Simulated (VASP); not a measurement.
Consider the following.

```xyz
6
Lattice="4.8718 0.0000 0.0000 0.0000 4.8718 0.0000 0.0000 0.0000 4.8718" Properties=species:S:1:pos:R:3 pbc="T T T"
Ag     3.6539     1.2180     3.6539
Ag     1.2180     3.6539     3.6539
Ag     3.6539     3.6539     1.2180
Ag     1.2180     1.2180     1.2180
O      0.0000     0.0000     0.0000
O      2.4359     2.4359     2.4359
```

Calculation: revPBE GGA, VASP's PBE PAW potentials (set 64) (plane waves; VASP 6.6.1). Numerical set-up: 520 eV cut-off, 7×7×7 Γ-centred mesh, tetrahedra with Blöchl corrections, potentials Ag O.

Q: What does the run give for the energy per atom (σ→0), band gap (on the k-mesh) with the smallest direct gap where there is one?

A: 
| Property | Value |
|---|---|
| band gap (on the k-mesh) | none (metal, semimetal or under 0.01 eV) |
| energy per atom (σ→0) | -3.222 eV/atom |

The absolute energy has meaning only against runs of the same code, potentials and settings.

The compound is Ag2O in the cuprite structure. It was relaxed first, which changed the volume by +9 %.
